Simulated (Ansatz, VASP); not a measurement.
## HfO2: VASP beside Ansatz

Aim: how closely do two programs agree when they are given the same cell, functional and k mesh? Of the first pair: The two relaxations start from unlike cells of this crystal (the structure described is Ansatz's start), so only their ends are compared.

Method: plane waves, with VASP 6.6.1 beside it; relaxation of cell and atoms at LDA, in Ansatz 0.2.0.

### Step 1. The structure

The structure is tetragonal, space group P4_2/nmc (No. 137). The conventional cell has a = 3.537 Å, b = 3.537 Å, c = 5.103 Å, α = 90.00°, β = 90.00°, γ = 90.00°. Nearest to Hf lie 8 O at 2.05 to 2.33 Å. Nearest to O lie 4 Hf at 2.05 to 2.33 Å. Farther neighbours and most contacts between anions are not listed.

Coordinates:

```cif
data_structure
_symmetry_space_group_name_H-M 'P 1'
_symmetry_Int_Tables_number 1
_cell_length_a 3.5374
_cell_length_b 3.5374
_cell_length_c 5.1034
_cell_angle_alpha 90.000
_cell_angle_beta 90.000
_cell_angle_gamma 90.000
_cell_volume 63.86
loop_
_atom_site_label
_atom_site_type_symbol
_atom_site_fract_x
_atom_site_fract_y
_atom_site_fract_z
_atom_site_occupancy
Hf1 Hf 0.00000 0.00000 0.00000 1
Hf2 Hf 0.50000 0.50000 0.50000 1
O3 O 0.00000 0.50000 0.70359 1
O4 O 0.50000 0.00000 0.29641 1
O5 O 0.00000 0.50000 0.20359 1
O6 O 0.50000 0.00000 0.79641 1
```

### Step 2. Ansatz: relaxation of cell and atoms, LDA, pair 1

Ansatz runs on its PAW soft_1 files.

The relaxed volume is the usual yardstick between codes: in a stiff, nearly cubic crystal its relative difference is about their pressure difference at one cell divided by the bulk modulus.

Input file input.yaml:

```yaml
crystal:
  lattice:
    - [3.5373926512, 0.0, 0.0]
    - [0.0, 3.5373926512, 0.0]
    - [0.0, 0.0, 5.103383311]
  atoms:
    - { symbol: Hf, position: [0.0, 0.0, 0.0] }
    - { symbol: Hf, position: [0.5, 0.5, 0.5] }
    - { symbol: O, position: [0.0, 0.5, 0.7035929502] }
    - { symbol: O, position: [0.5, 0.0, 0.2964070498] }
    - { symbol: O, position: [0.0, 0.5, 0.2035929502] }
    - { symbol: O, position: [0.5, 0.0, 0.7964070498] }
kpoints:
  mp_grid: { grid: [6, 6, 6] }
hamiltonian:
  xc: lda
  pseudopotentials: { kind: paw, azcp: { folder: soft_1 }, xc_functional: pbe }
scf:
  occupations: { method: fixed }
output:
  forces: true
  stress: true
  eigenvalues: true
relax:
  adjacent_minimum: "off"
  f_tol: 0.001
  max_steps: 60
  cell: { stress_tol: 0.01 }
```

On the command line:

```
$ ansatz run input.yaml --threads 4 --pin off --max-ram 10240MiB --backend cpu --events-out ev --progress --plain --runs-dir out
```

Numbers of over 12 decimals in the logs are rounded to 6 here.

Output:

```text
Engine: ansatz 0.2.0, aarch64-unknown-linux-gnu
Pseudopotentials: kind: paw
Pseudopotential: Hf, paw, valence charge 26, recommended cutoff 420 eV (normal), soft_1/Hf.paw.azcp
Pseudopotential: O, paw, valence charge 6, recommended cutoff 420 eV (normal), soft_1/O.paw.azcp
Functional definition: SPW92
  exchange = slater_x
  correlation = pw_c
Crystal: 6 atoms, lattice volume = 63.859 Å³
Basis set: ecut = 420 eV, 1253 PW (Γ)
Bands: 46, of which v1, the nominal top of the filled ones, is band 38 counted from 1 (37 counted from 0)
Symmetry: 16 space group operations
Space group: P42/nmc (ITA 137), of the structure as read, at distance tolerance 4.0e-5 Å
k-points: 40 of 216
Non-local potential: Hf, projectors of the file, l = 0: 3, l = 1: 2, l = 2: 2, l = 3: 3
Non-local potential: O, projectors of the file, l = 0: 2, l = 1: 2, l = 2: 1
PAW form: soft (Blöchl's): semilocal exchange-correlation on the pseudo side does not see the compensation charge
PAW frozen core: Hf, regenerated for the run's functional, and the local potential with it (the file was generated under x = pbe(κ = 0.804, μ = 0.219515), c = pbe(β = 0.066725))
PAW frozen core: O, regenerated for the run's functional, and the local potential with it (the file was generated under x = pbe(κ = 0.804, μ = 0.219515), c = pbe(β = 0.066725))
PAW one-centre angular grid: Hf, 590 points (default); XC on 64 Gauss nodes
PAW one-centre angular grid: O, 110 points (default); XC on 64 Gauss nodes
Initial density: superposition of atomic densities (chi_scale 0.1, normalization cell, long waves kept (reshape's long-wave potential 0.00 eV rms))
Initial wavefunctions: pseudopotential atomic-orbital guess
Functional: x = slater, c = lda
SCF iter   1: F=—  HF=-33188.897816 eV  |F-HF|=—  |Δ(HF+E_count)|=         —  Δρ=9.27e-2  dr2=4.30e0  ethr=3.10e-3  ⟨swp⟩=4.3  Hψ=5158  notcnv=0  defer=175
preconditioner: auto → Resta (q_TF=auto, 2.809 Å⁻¹)  ε∞=5.1  [insulator: Δε(μ)=3.644 eV  Ē_g=19.407 eV  n_scr=28 (ndim 8)  ℏωp=39.4 eV  f_vac=0.000  ε∞_Penn≈5.1]
SCF iter   2: F=—  HF=-33187.804727 eV  |F-HF|=—  |Δ(HF+E_count)|=    1.09e0  Δρ=4.26e-2  dr2=1.02e0  ethr=3.10e-3  ⟨swp⟩=2.0  Hψ=3752  notcnv=0  defer=182
SCF iter   3: F=—  HF=-33187.466105 eV  |F-HF|=—  |Δ(HF+E_count)|=   3.39e-1  Δρ=2.19e-2  dr2=2.90e-1  ethr=1.34e-3  ⟨swp⟩=2.0  Hψ=2892  notcnv=0  defer=235
SCF iter   4: F=—  HF=-33187.366136 eV  |F-HF|=—  |Δ(HF+E_count)|=   1.00e-1  Δρ=7.66e-3  dr2=2.68e-2  ethr=3.82e-4  ⟨swp⟩=2.1  Hψ=3316  notcnv=0  defer=228
SCF iter   5: F=—  HF=-33187.375366 eV  |F-HF|=—  |Δ(HF+E_count)|=   9.23e-3  Δρ=3.91e-3  dr2=9.18e-3  ethr=3.53e-5  ⟨swp⟩=2.0  Hψ=2981  notcnv=0  defer=239
SCF iter   6: F=—  HF=-33187.370926 eV  |F-HF|=—  |Δ(HF+E_count)|=   4.44e-3  Δρ=7.89e-4  dr2=3.41e-4  ethr=1.21e-5  ⟨swp⟩=2.0  Hψ=3330  notcnv=0  defer=240
SCF iter   7: F=—  HF=-33187.371497 eV  |F-HF|=—  |Δ(HF+E_count)|=   5.71e-4  Δρ=4.78e-4  dr2=1.08e-4  ethr=4.49e-7  ⟨swp⟩=2.0  Hψ=3225  notcnv=0  defer=164
SCF iter   8: F=—  HF=-33187.371487 eV  |F-HF|=—  |Δ(HF+E_count)|=   9.95e-6  Δρ=5.40e-5  dr2=1.23e-6  ethr=1.42e-7  ⟨swp⟩=2.1  Hψ=3217  notcnv=0  defer=151
SCF iter   9: F=—  HF=-33187.371487 eV  |F-HF|=—  |Δ(HF+E_count)|=   8.60e-7  Δρ=6.89e-6  dr2=1.92e-8  ethr=1.32e-10  ⟨swp⟩=11.5  Hψ=11513  notcnv=0
SCF iter  10: F=-33187.371487 eV  HF=-33187.371487 eV  |F-HF|=5.09e-11  |Δ(HF+E_count)|=   1.06e-8  Δρ=6.33e-7  dr2=1.31e-10  ethr=2.53e-11  ⟨swp⟩=3.2  Hψ=7147  notcnv=0
SCF 1 converged in 10 iterations: F = -33187.371487 eV  dr2 = 1.31e-10
  greatest PAW one-centre occupation: 0.999 electrons in one spin orbital (limit 2), on the Hf atom at site 1 (counted from 0), in its partial waves of l = 3
relax step   1: F+E_penalty+E_count = -33187.37148743 eV  Δ(F+E_penalty+E_count) = +0.000e0 eV  max|allowed force component| = 2.315e-4 eV/Å  Δτ_max = 0.0000 Å  P = +0.008 GPa  Ω = 63.859 Å³  (10 SCF iters, dr2 threshold 1.00e-7 eV, accepted)
Initial density: handed on by an earlier stage of this run
Initial wavefunctions: pseudopotential atomic-orbital guess (no wavefunctions were taken with the density)
iter 1 solved again at ethr=3.27e-8 eV; its pass at ethr=3.10e-3 eV (dr2=2.48e-5 eV) is discarded
SCF iter   1: F=—  HF=-33187.371486 eV  |F-HF|=—  |Δ(HF+E_count)|=         —  Δρ=6.36e-7  dr2=1.73e-10  ethr=3.27e-8  ⟨swp⟩=4.5  Hψ=12063  notcnv=0  defer=240
eigensolver tolerance schedule: the retry pair's looser diagonalisation over-reported the residual by 143799.98 of it (diagonalisation noise at an unbounded share of the residual, at the tolerance the schedule requests for it); recorded, not acted on — ethr = c·dr2/N_el stays at c = 1.0e-1
preconditioner: auto → Resta (q_TF=auto, 2.809 Å⁻¹)  ε∞=5.6  [insulator: Δε(μ)=4.485 eV  Ē_g=18.298 eV  n_scr=28 (ndim 8)  ℏωp=39.4 eV  f_vac=0.053  ε∞_Penn≈5.6]
SCF iter   2: F=—  HF=-33187.371487 eV  |F-HF|=—  |Δ(HF+E_count)|=   1.83e-6  Δρ=5.03e-7  dr2=1.02e-10  ethr=1.00e-12  ⟨swp⟩=5.2  Hψ=6061  notcnv=0  defer=196
SCF iter   3: F=—  HF=-33187.371487 eV  |F-HF|=—  |Δ(HF+E_count)|=  7.28e-12  Δρ=2.73e-7  dr2=3.00e-11  ethr=1.00e-12  ⟨swp⟩=1.0  Hψ=1687  notcnv=0  defer=196
SCF iter   4: F=—  HF=-33187.371487 eV  |F-HF|=—  |Δ(HF+E_count)|=  1.46e-11  Δρ=8.70e-8  dr2=2.94e-12  ethr=1.00e-12  ⟨swp⟩=1.1  Hψ=1746  notcnv=0  defer=196
SCF iter   5: F=-33187.371487 eV  HF=-33187.371487 eV  |F-HF|=7.28e-12  |Δ(HF+E_count)|=  7.28e-12  Δρ=2.86e-8  dr2=3.56e-13  ethr=1.00e-12  ⟨swp⟩=14.2  Hψ=12097  notcnv=0
SCF 2 converged in 5 iterations: F = -33187.371487 eV  dr2 = 3.56e-13
relax step   2: F+E_penalty+E_count = -33187.37148743 eV  Δ(F+E_penalty+E_count) = -4.366e-11 eV  max|allowed force component| = 2.314e-4 eV/Å  Δτ_max = 0.0000 Å  P = +0.008 GPa  Ω = 63.859 Å³  stress off target by 9.78e-3 GPa  SCF on the basis re-selected at this cell (its energy is not comparable with the rows above)  (5 SCF iters)
basis re-selected at this cell: Δ(F+E_penalty+E_count) = -4.366e-11 eV, ΔP = -0.000 GPa vs the last step (what re-selecting the basis moved, of the pressure what is left beyond the Pulay correction that the steps carried, after the strain that the cell walked since its last selection, with what the two solves' SCF thresholds leave and, on support functions, any second-order correction that the steps lacked; it is no  [...]
SCF converged after 5 iterations
Free energy (F): -33187.371487 eV
Harris-Foulkes:  -33187.371487 eV  (|F-HF|=7.28e-12)
Internal energy: -33187.371487 eV  (E = F + TS)
E sigma→0 (E₀):  -33187.371487 eV
Fermi energy:    14.134694 eV
--- Per-component energies (eV) ---
  E_band       = 17.398990
  E_kinetic    = 1488.140693
  E_local      = -13928.703778  (includes V_loc(G=0)·N_el)
  E_nonlocal   = 374.441051
  E_hartree    = 6639.612676
  E_xc         = -811.649418
  E_vxc        = -873.829631  (∫ρ·V_xc dr)
  E_paw        = -15522.741590  (= ΣΔE_a)
  E_vpaw       = -321.877851  (= ΣTr[D̂ρ^β])
  E_aug_tail   = 0.003142  (compensation charges beyond the density's cutoff)
  E_ewald      = -11431.776125
  E_core_change = 5.301862  (= ΣΔE_core)
  E_smearing   = -0.000000  (= −TS)
  E_closure    = 0.000000  (closes the sum)
  Σ components = -33187.371487   (vs F -33187.371487, Δ=0.00e0)
--- Forces (eV/Å), atoms counted from 1 ---
  atom   1  Hf     0.00000000     0.00000000     0.00000000
  atom   2  Hf     0.00000000     0.00000000    -0.00000000
  atom   3  O      0.00000000     0.00000000     0.00023139
  atom   4  O      0.00000000     0.00000000    -0.00023139
  atom   5  O      0.00000000     0.00000000     0.00023139
  atom   6  O      0.00000000     0.00000000    -0.00023139
  max |Σ_I F_I| component: 1.65e-17 eV/Å
--- Stress (GPa, compression-positive) ---
        0.009778       0.000000       0.000000
        0.000000       0.009778       0.000000
        0.000000       0.000000       0.005084
  P = ⅓ Tr σ = 0.0082 GPa (0.082 kbar)
--- Band table (eV; the first three rows and the last of 40) ---
  k-point 0: bands = [... 34 lower, 13.5840, 13.9904, 14.0007, 14.0007, 18.6199, 18.6704, 19.8092, 20.2494, ... 4 higher]
  k-point 1: bands = [... 34 lower, 13.0511, 13.5787, 14.0204, 14.0204, 18.7578, 18.7783, 19.8271, 20.1185, ... 4 higher]
  k-point 2: bands = [... 34 lower, 13.3805, 13.3805, 14.0579, 14.0579, 19.0068, 19.1857, 19.7850, 19.8413, ... 4 higher]
  k-point 39: bands = [... 34 lower, 12.7047, 12.7047, 14.1347, 14.1347, 20.0042, 20.0042, 20.1874, 20.1874, ... 4 higher]
--- Relaxed structure (1 steps of the walk, 1 accepted, 1 SCFs on fresh bases) ---
  F+E_penalty+E_count = -33187.37148743 eV   max|allowed force component| = 2.314e-4 eV/Å   (the final SCF, on the basis selected at the relaxed cell)
  cell:  # Å, volume = 63.8594 Å³
    - [3.5373926512, 0.0, 0.0]
    - [0.0, 3.5373926512, 0.0]
    - [0.0, 0.0, 5.103383311]
  atoms:
    - { symbol: Hf, position: [0.0, 0.0, 0.0] }
    - { symbol: Hf, position: [0.500000, 0.500000, 0.500000] }
    - { symbol: O, position: [0.0, 0.500000, 0.703593] }
    - { symbol: O, position: [0.500000, 0.0, 0.2964070498] }
    - { symbol: O, position: [0.0, 0.500000, 0.203593] }
    - { symbol: O, position: [0.500000, 0.0, 0.796407] }
```

(Part 1 of 2 ends here.)

[Lines on the potential files, build, host, timing and source positions are cut from VASP's logs without a mark.]

[Logs are printed without paths, hosts, clocks, repeated set-up lines and the standing remarks that a program may print on its own settings, such as how far it seeks lower states.]

[Hosts, paths, dates, database ids (printed as entryN), source tags and the programs' standing remarks are cut or masked in the printed files.]
